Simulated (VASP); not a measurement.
Computed with PBE GGA, VASP's PBE PAW potentials (set 64) (plane waves; VASP).

The input files of a VASP run:

POSCAR:
```
SrCl2
1
    0.0000000000     3.4900000000     3.4900000000
    3.4900000000     0.0000000000     3.4900000000
    3.4900000000     3.4900000000     0.0000000000
Sr Cl
1 2
Direct
  0.0000000000   0.0000000000   0.0000000000
  0.2500000000   0.2500000000   0.2500000000
  0.7500000000   0.7500000000   0.7500000000
```

INCAR:
```
ALGO=Normal
EDIFF=1E-6
ENCUT=400
GGA=PE
ISIF=2
ISMEAR=0
KGAMMA=T
KSPACING=0.4
LASPH=T
LCHARG=F
LMAXMIX=4
LREAL=F
LWAVE=F
NELM=100
PREC=Accurate
SIGMA=0.05
SYSTEM=SrCl2
```

POTCAR, in this order: Sr_sv Cl (PBE.64 set). Program: vasp_std.

The run wrote:

### OSZICAR
```
       N       E                     dE             d eps       ncg     rms          rms(c)
DAV:   1     0.129471781863E+03    0.12947E+03   -0.10214E+04   256   0.109E+03
DAV:   2    -0.543060809263E+01   -0.13490E+03   -0.13350E+03   344   0.221E+02
DAV:   3    -0.128118145018E+02   -0.73812E+01   -0.73748E+01   368   0.584E+01
DAV:   4    -0.130574706185E+02   -0.24566E+00   -0.24563E+00   424   0.793E+00
DAV:   5    -0.130595228934E+02   -0.20523E-02   -0.20522E-02   376   0.664E-01    0.130E+01
DAV:   6    -0.127631648479E+02    0.29636E+00   -0.78306E-01   320   0.506E+00    0.852E+00
DAV:   7    -0.127734837411E+02   -0.10319E-01   -0.46058E-01   368   0.417E+00    0.202E+00
DAV:   8    -0.127776084338E+02   -0.41247E-02   -0.65268E-02   320   0.149E+00    0.316E-01
DAV:   9    -0.127791236011E+02   -0.15152E-02   -0.26575E-03   384   0.316E-01    0.119E-01
DAV:  10    -0.127804503453E+02   -0.13267E-02   -0.11386E-03   280   0.220E-01    0.313E-02
DAV:  11    -0.127805312023E+02   -0.80857E-04   -0.10588E-04   384   0.577E-02    0.372E-02
DAV:  12    -0.127805431110E+02   -0.11909E-04   -0.15880E-05   288   0.224E-02    0.122E-02
DAV:  13    -0.127805460040E+02   -0.28930E-05   -0.72033E-06   328   0.145E-02    0.260E-03
DAV:  14    -0.127805460623E+02   -0.58335E-07   -0.25174E-07   264   0.378E-03
   1 F= -.12780546E+02 E0= -.12780546E+02  d E =-.522586E-12
```

**OUTCAR**
```
------------------------ aborting loop because EDIFF is reached ----------------------------------------
  FORCE on cell =-STRESS in cart. coord.  units (eV):
  Direction    XX          YY          ZZ          XY          YZ          ZX
  --------------------------------------------------------------------------------------
  Total        0.5305303      0.5305303      0.5305303     -0.0000000      0.0000000     -0.0000000
  in kB        9.9980318      9.9980318      9.9980318     -0.0000000      0.0000000     -0.0000000
  external PRESSURE =       9.9980318 kB  Pullay stress =       0.0000000 kB
  volume of cell :       85.02
      direct lattice vectors                 reciprocal lattice vectors
     0.000000000  3.490000000  3.490000000    -0.143266476  0.143266476  0.143266476
     3.490000000  0.000000000  3.490000000     0.143266476 -0.143266476  0.143266476
     3.490000000  3.490000000  0.000000000     0.143266476  0.143266476 -0.143266476
 POSITION                                       TOTAL-FORCE (eV/Angst)
 -----------------------------------------------------------------------------------
      0.00000      0.00000      0.00000         0.000000      0.000000      0.000000
      1.74500      1.74500      1.74500         0.000000      0.000000      0.000000
      5.23500      5.23500      5.23500        -0.000000     -0.000000     -0.000000
 -----------------------------------------------------------------------------------
    total drift:                                0.000000     -0.000000      0.000000
  FREE ENERGIE OF THE ION-ELECTRON SYSTEM (eV)
  ---------------------------------------------------
  free  energy   TOTEN  =       -12.7805460623 eV

  energy  without entropy=      -12.7805460623  energy(sigma->0) =      -12.78054606
```
(Selected blocks of OUTCAR.)

The compound is SrCl2 in the fluorite structure. The cell was not relaxed at this level. The run is one of a series of settings (KGAMMA = .TRUE., KSPACING = 0.4, KPOINTS file removed against the base run), some of them coarse on purpose.
